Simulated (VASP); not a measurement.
Level of theory: LDA (Ceperley-Alder, Perdew-Zunger), VASP's LDA PAW potentials (set 64) (plane waves; VASP).

VASP input:

**INCAR**
```
ALGO  =  Normal
EDIFF  =  1E-6
EDIFFG  =  -0.02
ENCUT  =  500
IBRION  =  2
ISIF  =  3
ISMEAR  =  1
LASPH  =  T
LCHARG  =  F
LMAXMIX  =  4
LREAL  =  F
LWAVE  =  F
NELM  =  100
NSW  =  40
PREC  =  Accurate
PSTRESS  =  200
SIGMA  =  0.1
SYSTEM  =  Pd
```

POSCAR:
```
Pd
1
    0.0000000000     1.8957214786     1.8957214786
    1.8957214786     0.0000000000     1.8957214786
    1.8957214786     1.8957214786     0.0000000000
Pd
1
Direct
  0.0000000000   0.0000000000   0.0000000000
```

### KPOINTS
```
kpoints
0
gamma
 16 16 16
```

POTCAR, in this order: Pd (LDA.64 set). Program: vasp_std.

Energy and stress use the plane-wave basis of the starting cell.

Q: Estimate the energy per atom (σ→0), volume per atom, band gap (on the k-mesh).

A: 
The energy per atom (σ→0) comes out as -621.0 kJ/mol-atom and the band gap (on the k-mesh) is none (metal, semimetal or under 0.01 eV). The volume per atom is 13.18 Å³/atom.

**OSZICAR**
```
...
DAV:   6    -0.643734818123E+01   -0.33682E-04   -0.11867E-05  3136   0.308E-02    0.364E-03
DAV:   7    -0.643734844364E+01   -0.26241E-06   -0.94724E-07  2053   0.103E-02
   3 F= -.47905406E+01 E0= -.47905894E+01  d E =-.145128E-01
       N       E                     dE             d eps       ncg     rms          rms(c)
DAV:   1    -0.643584561367E+01    0.15026E-02   -0.23422E-03  2650   0.565E-01    0.802E-02
DAV:   2    -0.643572741372E+01    0.11820E-03   -0.54515E-04  2636   0.223E-01    0.207E-02
DAV:   3    -0.643572680873E+01    0.60499E-06   -0.34569E-06  2669   0.146E-02
   4 F= -.47905567E+01 E0= -.47906044E+01  d E =-.145289E-01
```

The compound is Pd in the fcc structure. This run relaxes it under an external pressure of 20 GPa. Symmetry was kept, so distortions that lower it aren't found.
